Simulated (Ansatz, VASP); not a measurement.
# Sn9Se7S11 (SnS1.22Se0.78, CdI2-type hexagonal) in two plane-wave programs, part 2 of 3

Wanted: the spread between two codes on one cell, functional and k mesh. The cell is invented: As first built, before any earlier steps moved the atoms (in the runner's words): 3x3x1 conventional cells of the SnS2 type (27 atoms: 11 S, 7 Se, 9 Sn); S/Se share their sites, the best of 600 random draws by like-pair counts in two shells; start lattice by linear mixing of the end members' cells; atoms moved at random by 0.02 A. It may not be a known or stable phase. Of the first pair: The structure shown is the end of the Ansatz relaxation below.

VASP 6.6.1 and Ansatz 0.2.0.

So far: The structure; Ansatz: relaxation, PBE.

## Step 3: VASP: single point, PBE, relaxed cell

Level of this step: PBE; plane waves and PAW (S, Se, Sn_d); invented cell (VASP).

The same cell, functional, mesh and smearing now go to VASP, with its own data sets.

Lines of VASP's logs that name or quote its potential files are left out, and so is its time.

INCAR reads:

```
SYSTEM = Sn9Se7S11
PREC = Accurate
ENCUT = 500
EDIFF = 1E-06
NELM = 120
ISMEAR = -1
SIGMA = 0.01
LREAL = .FALSE.
ALGO = Normal
GGA = PE
NBANDS = 136
LORBIT = 11
LWAVE = .FALSE.
LCHARG = .FALSE.
ISIF = 2
LASPH = .TRUE.
GGA_COMPAT = .FALSE.
EFERMI = MIDGAP
KPAR = 4
```

POSCAR reads:

```
Sn9Se7S11
1.0
   11.3088000000     -0.0032500000     -0.0551100000
   -5.6572100000      9.7950700000     -0.0148000000
   -0.0296000000     -0.0262700000      7.0223100000
S Se Sn
11 7 9
Direct
    0.1133800000      0.2257000000      0.2075000000
    0.2194700000      0.1104200000      0.7917300000
    0.1140900000      0.5565200000      0.2039000000
    0.2174800000      0.4401800000      0.7874000000
    0.1138800000      0.8901200000      0.2071300000
    0.5553700000      0.1118000000      0.7941500000
    0.4437800000      0.5560700000      0.2036600000
    0.7833000000      0.2252800000      0.2096200000
    0.8885900000      0.1108700000      0.7929400000
    0.8868500000      0.4423700000      0.7922300000
    0.8879700000      0.7782600000      0.7936700000
    0.2192900000      0.7774500000      0.7652300000
    0.4450100000      0.2244800000      0.2312000000
    0.5547900000      0.4416800000      0.7699000000
    0.4441500000      0.8874700000      0.2279200000
    0.5568800000      0.7796700000      0.7677000000
    0.7815200000      0.5572800000      0.2321400000
    0.7811300000      0.8920400000      0.2325600000
    0.0023800000      0.0012800000      0.0015900000
    0.0004300000      0.3336500000      0.9984000000
    0.0004400000      0.6674200000      0.9986700000
    0.3322000000      0.0011700000      0.9999500000
    0.3302600000      0.3336300000      0.9982500000
    0.3314600000      0.6627300000      0.9940400000
    0.6693600000      0.0045200000      0.0013100000
    0.6694300000      0.3317500000      0.0023200000
    0.6673500000      0.6674400000      0.0001200000
```

KPOINTS reads:

```
Automatic mesh
0
Gamma
2 2 3
0 0 0
```

PAW data sets: S, Se and Sn_d (PBE family, release 64).

Launch:

```
mpirun -np 4 vasp_std
```

Numbers of over 12 decimals in the logs are rounded to 6 here.

Log:

```text
[banner, memory and clock lines left out]
running    4 mpi-ranks, on    1 nodes
 distrk:  each k-point on    1 cores,    4 groups
 distr:  one band on    1 cores,    1 groups

 POSCAR found type information on POSCAR S SeSn
 POSCAR found :  3 types and      27 ions
|                                                                             |
|               ----> ADVICE to this user running VASP <----                  |
|                                                                             |
|     You have a (more or less) 'large supercell' and for larger cells it     |
|     might be more efficient to use real-space projection operators.         |
|     Therefore, try LREAL= Auto in the INCAR file.                           |
|     Mind: For very accurate calculation, you might also keep the            |
|     reciprocal projection scheme (i.e. LREAL=.FALSE.).                      |
|                                                                             |

 LDA part: xc-table for (Slater+PW92), standard interpolation
 POSCAR, INCAR and KPOINTS ok, starting setup
 FFT: planning ... GRIDC
 FFT: planning ... GRID_SOFT
 FFT: planning ... GRID
 WAVECAR not read
 entering main loop
       N       E                     dE             d eps       ncg     rms          rms(c)
DAV:   1     0.298732001615E+04    0.29873E+04   -0.94791E+04  2176   0.190E+03
DAV:   2     0.512782777753E+03   -0.24745E+04   -0.24253E+04  2232   0.532E+02
DAV:   3    -0.589307916716E+02   -0.57171E+03   -0.55192E+03  2504   0.230E+02
DAV:   4    -0.115395591720E+03   -0.56465E+02   -0.55029E+02  2520   0.718E+01
DAV:   5    -0.117972103890E+03   -0.25765E+01   -0.25582E+01  2760   0.148E+01    0.218E+01
DAV:   6    -0.114247575235E+03    0.37245E+01   -0.83293E+00  2992   0.124E+01    0.144E+01
DAV:   7    -0.114170193499E+03    0.77382E-01   -0.40115E+00  2760   0.528E+00    0.362E+00
DAV:   8    -0.114108230979E+03    0.61963E-01   -0.54184E-01  2872   0.327E+00    0.169E+00
DAV:   9    -0.114115183952E+03   -0.69530E-02   -0.78141E-02  2616   0.108E+00    0.526E-01
DAV:  10    -0.114114739877E+03    0.44407E-03   -0.70631E-03  3112   0.388E-01    0.289E-01
DAV:  11    -0.114115384053E+03   -0.64418E-03   -0.19242E-03  2752   0.140E-01    0.107E-01
DAV:  12    -0.114115562017E+03   -0.17796E-03   -0.34730E-04  2496   0.888E-02    0.492E-02
DAV:  13    -0.114115614625E+03   -0.52609E-04   -0.91928E-05  2392   0.451E-02    0.223E-02
DAV:  14    -0.114115620645E+03   -0.60196E-05   -0.20943E-05  2904   0.182E-02    0.163E-02
DAV:  15    -0.114115623844E+03   -0.31994E-05   -0.69534E-06  2024   0.101E-02    0.612E-03
DAV:  16    -0.114115623975E+03   -0.13028E-06   -0.38094E-07  1368   0.355E-03
   1 F= -.11411562E+03 E0= -.11411562E+03  d E =0.000000E+00
```

Parts of OUTCAR (step 3):

```text
ion  position               nearest neighbor table
   1  0.113  0.226  0.208-  23 2.60  20 2.61  19 2.62
   2  0.219  0.110  0.792-  19 2.60  23 2.61  22 2.62
   3  0.114  0.557  0.204-  24 2.60  20 2.61  21 2.63
   4  0.217  0.440  0.787-  23 2.60  20 2.61  24 2.61
   5  0.114  0.890  0.207-  22 2.60  19 2.61  21 2.62
   6  0.555  0.112  0.794-  26 2.59  25 2.61  22 2.63
   7  0.444  0.556  0.204-  24 2.60  23 2.60  27 2.63
   8  0.783  0.225  0.210-  26 2.60  25 2.60  20 2.61
   9  0.889  0.111  0.793-  20 2.61  25 2.61  19 2.63
  10  0.887  0.442  0.792-  26 2.60  20 2.61  21 2.63
  11  0.888  0.778  0.794-  21 2.61  27 2.62  19 2.62
  12  0.219  0.777  0.765-  21 2.71  22 2.73  24 2.74
  13  0.445  0.224  0.231-  22 2.71  23 2.73  26 2.74
  14  0.555  0.442  0.770-  27 2.73  26 2.73  23 2.74
  15  0.444  0.887  0.228-  22 2.72  25 2.74  24 2.74
  16  0.557  0.780  0.768-  27 2.72  25 2.74  24 2.74
  17  0.782  0.557  0.232-  21 2.71  26 2.73  27 2.73
  18  0.781  0.892  0.233-  19 2.72  25 2.73  27 2.73
  19  0.002  0.001  0.002-   2 2.60   5 2.61  11 2.62   1 2.62   9 2.63  18 2.72  22 3.73  23 3.73

  LATTYP: Found a triclinic cell.
 ALAT       =    11.3059761122
 B/A-ratio  =     1.0004792295
 C/A-ratio  =     0.6211247442
 COS(alpha) =     0.0024396956
 COS(beta)  =     0.0115302483
 COS(gamma) =     0.4999780182

 Subroutine GETGRP returns: Found  1 space group operations
 (whereof  1 operations were pure point group operations)

The static configuration has the point symmetry C_1 .

 Found      8 irreducible k-points:

   k-points           NKPTS =      8   k-points in BZ     NKDIM =      8   number of bands    NBANDS=    136

   dimension x,y,z NGX =    84 NGY =   84 NGZ =   54
   dimension x,y,z NGXF=   168 NGYF=  168 NGZF=  108

   ENCUT  =  500.0 eV  36.75 Ry    6.06 a.u.  20.62 20.62 12.80*2*pi/ulx,y,z

   NELECT =     234.0000    total number of electrons

 k-points in reciprocal lattice and weights: Automatic mesh
   0.00000000  0.00000000  0.00000000       0.083
   0.50000000 -0.00000000  0.00000000       0.083
  -0.00000000  0.50000000  0.00000000       0.083
   0.50000000  0.50000000  0.00000000       0.083
   0.00000000 -0.00000000  0.33333333       0.167
   0.50000000 -0.00000000  0.33333333       0.167
   0.00000000  0.50000000  0.33333333       0.167
   0.50000000  0.50000000  0.33333333       0.167

 average (electrostatic) potential at core
       1 -87.9540       2 -87.9901       3 -87.9601       4 -87.9685       5 -87.9222
       6 -87.9778       7 -87.9525       8 -87.9623       9 -87.9684      10 -87.9537
      11 -87.9385      12 -54.6942      13 -54.6491      14 -54.6699      15 -54.6398
      16 -54.6661      17 -54.6854      18 -54.6670      19-104.0738      20-104.0729
      21-104.0601      22-104.0478      23-104.0517      24-104.0460      25-104.0474
      26-104.0403      27-104.0421

 E-fermi :   3.1009

 k-point     1 :       0.0000    0.0000    0.0000
  band No.  band energies     occupation
    ...
    113       2.3014      2.00000
    114       2.3552      2.00000
    115       2.3984      2.00000
    116       2.4762      2.00000
    117       2.5262      2.00000
    118       4.0847      0.00000
    119       4.1405      0.00000
    120       4.2014      0.00000
    121       4.2098      0.00000
    122       4.2339      0.00000
    ...

 k-point     2 :       0.5000   -0.0000    0.0000
  band No.  band energies     occupation
    ...
    113       2.1311      2.00000
    114       2.1822      2.00000
    115       2.3576      2.00000
    116       2.4962      2.00000
    117       2.5390      2.00000
    118       3.7441      0.00000
    119       4.3889      0.00000
    120       4.4986      0.00000
    121       4.5408      0.00000
    122       4.5938      0.00000
    ...

 k-point     3 :      -0.0000    0.5000    0.0000
  band No.  band energies     occupation
    ...
    113       2.1852      2.00000
    114       2.2338      2.00000
    115       2.3276      2.00000
    116       2.4099      2.00000
    117       2.5522      2.00000
    118       3.7574      0.00000
    119       4.4450      0.00000
    120       4.4585      0.00000
    121       4.4997      0.00000
    122       4.6171      0.00000
    ...

  Total       -0.2088633     -0.2262927     -0.0597204      0.0345176     -0.0015030     -0.0005306
  in kB       -0.4302855     -0.4661924     -0.1230318      0.0711108     -0.0030963     -0.0010931
  external PRESSURE =      -0.3398366 kB  Pullay stress =       0.0000000 kB

  energy-cutoff  :      500.00
  volume of cell :      777.71
      direct lattice vectors                 reciprocal lattice vectors
    11.308800000 -0.003250000 -0.055110000     0.088444140  0.051082373  0.000563900
    -5.657210000  9.795070000 -0.014800000     0.000031207  0.102110776  0.000382121
    -0.029600000 -0.026270000  7.022310000     0.000694162  0.000616092  0.142408514

 POSITION                                       TOTAL-FORCE (eV/Angst)
 -----------------------------------------------------------------------------------
     -0.00078      2.20493      1.44754         0.003189     -0.002036     -0.008170
      1.83384      1.06006      5.54604        -0.005001      0.001744      0.007356
     -1.86416      5.44543      1.41733         0.001663      0.001352     -0.005065
     -0.05406      4.29020      5.51087         0.000925     -0.000644      0.004942
     -3.75388      8.71298      1.43508         0.003071      0.003908     -0.001802
      5.62459      1.07242      5.54451         0.004352      0.003518      0.003620
      1.86679      5.43995      1.39748        -0.004277      0.000703     -0.002460
      7.57752      2.19858      1.42551        -0.000691     -0.002248     -0.006652
      9.39820      1.06226      5.51766        -0.000019      0.000876      0.007469
      7.50318      4.30935      5.50786        -0.001841     -0.000724      0.003795
      5.61560      7.59938      5.51294        -0.002939     -0.002503      0.002172
     -1.94094      7.59436      5.35009         0.000881     -0.002154     -0.013594
      3.75576      2.19128      1.59571        -0.000683     -0.005181      0.014763
      3.75254      4.30426      5.36937         0.002021      0.003620     -0.015036
     -0.00455      8.68540      1.56291        -0.002656     -0.000541      0.014876
      1.86416      7.61494      5.34880         0.003245     -0.000795     -0.014837
      5.67853      5.44996      1.57884         0.001399     -0.000143      0.013950
      3.78030      8.72895      1.57686        -0.001007      0.001366      0.013251
      0.01963      0.01249      0.01102         0.012729     -0.001377     -0.010102
     -1.91222      3.24190      7.00611        -0.002284      0.003495     -0.000001
     -3.80032      6.51119      7.00307        -0.002842      0.002689     -0.000104
      3.72057     -0.01589      7.00363        -0.006613      0.003241     -0.002005
      1.81788      3.24063      6.98688        -0.013546      0.006058      0.001342
     -0.03021      6.46430      6.95238         0.003504     -0.017688      0.022765
      7.54405      0.04206     -0.02776        -0.004560      0.016564     -0.009057
      5.69360      3.24728     -0.02551         0.012834     -0.010771     -0.014174
      3.77108      6.53545     -0.04581        -0.000853     -0.002328     -0.007243
 -----------------------------------------------------------------------------------
    total drift:                                0.000380      0.001552      0.001471

  FREE ENERGIE OF THE ION-ELECTRON SYSTEM (eV)
  ---------------------------------------------------
  free  energy   TOTEN  =      -114.1156239746 eV

  energy  without entropy=     -114.1156239746  energy(sigma->0) =     -114.11562397

 total charge
# of ion       s       p       d       tot
------------------------------------------
    1        1.363   2.325   0.000   3.688
    2        1.364   2.323   0.000   3.686
    3        1.363   2.324   0.000   3.687
    4        1.363   2.326   0.000   3.689
    5        1.363   2.326   0.000   3.690
    6        1.364   2.324   0.000   3.687
    7        1.364   2.325   0.000   3.689
    8        1.363   2.328   0.000   3.691
    9        1.363   2.321   0.000   3.685
   10        1.363   2.323   0.000   3.686
   11        1.363   2.323   0.000   3.686
   12        1.483   2.302   0.024   3.809
   13        1.483   2.305   0.024   3.812
   14        1.483   2.302   0.024   3.808
   15        1.483   2.304   0.024   3.811
   16        1.483   2.303   0.024   3.810
   17        1.483   2.304   0.025   3.813
   18        1.483   2.304   0.025   3.812
   19        1.030   0.988  10.114  12.132
   20        1.023   0.993  10.122  12.138
   21        1.036   0.992  10.110  12.138
   22        1.040   0.998  10.107  12.145
   23        1.034   0.998  10.113  12.145
   24        1.039   0.998  10.108  12.146
   25        1.039   0.998  10.108  12.146
   26        1.038   1.003  10.110  12.151
   27        1.045   0.998  10.102  12.145
--------------------------------------------------
tot         34.705  50.657  91.165 176.527

[... 3 further parts left out ...]
```

The run ends at a pressure of -0.03 GPa, with forces up to 0.029 eV/Å.

## Step 4: Side by side

Known differences besides the potentials themselves: the data sets hold 376 valence electrons in Ansatz (on PAW files that the input asks for by source) and 234 in VASP; the cutoff is 640 eV in Ansatz and 500 eV in VASP; Ansatz's pressure holds a Pulay correction, VASP's none. Total energies have different zeros and are not compared.

The two programs side by side:

| quantity | Ansatz | VASP | difference |
| --- | --- | --- | --- |
| pressure (GPa) | 0.00 | -0.03 | +0.04 |
| gap on the k mesh (eV) | 1.100 | 1.097 | +0.003 |

At this near-relaxed geometry the largest component of a force difference is 22 meV/Å. A gap on the mesh is an upper bound, since the band edges may lie between its points.

## Step 5: Ansatz: relaxation, PBEsol

The two programs are compared at the cell with which this relaxation starts, whose forces are those of its first step. The cell compared in this pair holds 647.78 Å³, against 777.71 Å³ for the pair before.

The structure compared here is the start of the Ansatz relaxation; VASP solves that cell, so the two are compared at the walk's first step.

input.yaml reads:

```yaml
crystal:
  lattice:
    - [11.20432, -0.00201, -0.03148]
    - [-5.6039, 9.70469, -0.00076]
    - [-0.01691, -0.01023, 5.95816]
  atoms:
    - { symbol: S, position: [0.11211, 0.22409, 0.2453] }
    - { symbol: S, position: [0.21979, 0.11196, 0.75109] }
    - { symbol: S, position: [0.11257, 0.55501, 0.2435] }
    - { symbol: S, position: [0.21836, 0.44129, 0.75104] }
    - { symbol: S, position: [0.11355, 0.89075, 0.24265] }
    - { symbol: S, position: [0.55748, 0.11321, 0.75344] }
    - { symbol: S, position: [0.442, 0.55452, 0.24418] }
    - { symbol: S, position: [0.78187, 0.22405, 0.24682] }
    - { symbol: S, position: [0.89028, 0.11298, 0.75396] }
    - { symbol: S, position: [0.88853, 0.44301, 0.75521] }
    - { symbol: S, position: [0.8885, 0.77841, 0.75686] }
    - { symbol: Se, position: [0.2189, 0.77625, 0.7241] }
    - { symbol: Se, position: [0.44333, 0.22174, 0.26922] }
    - { symbol: Se, position: [0.55539, 0.44376, 0.73187] }
    - { symbol: Se, position: [0.4439, 0.88884, 0.26582] }
    - { symbol: Se, position: [0.5568, 0.77836, 0.72953] }
    - { symbol: Se, position: [0.7815, 0.55602, 0.2742] }
    - { symbol: Se, position: [0.78201, 0.89327, 0.2728] }
    - { symbol: Sn, position: [0.00266, 0.00146, 0.99878] }
    - { symbol: Sn, position: [0.0005, 0.33361, 0.99979] }
    - { symbol: Sn, position: [0.00049, 0.6675, 0.99985] }
    - { symbol: Sn, position: [0.33183, 0.00111, 0.99385] }
    - { symbol: Sn, position: [0.32971, 0.33354, 0.99928] }
    - { symbol: Sn, position: [0.33105, 0.66232, 0.99716] }
    - { symbol: Sn, position: [0.66988, 0.00484, 0.99868] }
    - { symbol: Sn, position: [0.6696, 0.33166, 0.00134] }
    - { symbol: Sn, position: [0.6677, 0.6677, 0.00493] }
kpoints:
  mp_grid: { grid: [2, 2, 3] }
hamiltonian:
  xc: pbesol
scf:
  occupations: { method: fermi_dirac, width: 0.01 }
output:
  forces: true
  stress: true
relax:
  f_tol: 0.02
  max_steps: 45
  cell: { stress_tol: 0.1 }
```

Launch:

```
ansatz run input.yaml --threads 8 --pin off --max-ram 15360MiB --backend cpu --events-out ev --progress --plain --runs-dir out
```

Log:

```text
[...]
Crystal: 27 atoms, lattice volume = 647.783 Å³
Basis set: ecut = 420 eV, 12659 PW (Γ), exchange–correlation on 150×150×80 points (8 copies of the dense FFT grid, shifted against one another)
Bands: 183, of which v1, the nominal top of the filled ones, is band 152 counted from 1 (151 counted from 0)
Symmetry: 1 space group operations
[...]
- { symbol: Sn, position: [0.000457384, 0.333658, 0.998626] }
    - { symbol: Sn, position: [0.000442094, 0.667505, 0.998914] }
    - { symbol: Sn, position: [0.332115, 0.0010642, 0.997111] }
    - { symbol: Sn, position: [0.330207, 0.333631, 0.998615] }
    - { symbol: Sn, position: [0.331397, 0.662743, 0.995482] }
    - { symbol: Sn, position: [0.669483, 0.00444806, 1.000296] }
    - { symbol: Sn, position: [0.669381, 0.331803, 0.00213565] }
    - { symbol: Sn, position: [0.667467, 0.667540, 0.00211194] }
[key lines of the parts left out:]
SCF converged after 6 iterations
Free energy (F): -101261.632961 eV
Fermi energy:    7.171050 eV
P = ⅓ Tr σ = -0.0032 GPa (-0.032 kbar)
```

[end of part 2 of 3]

[Lines on the potential files, build, host, timing and source positions are cut from VASP's logs without a mark.]

[Logs are printed without paths, hosts, clocks, repeated set-up lines and the standing remarks that a program may print on its own settings, such as how far it seeks lower states.]

[Hosts, paths, dates, database ids (printed as entryN), source tags and the programs' standing remarks are cut or masked in the printed files.]
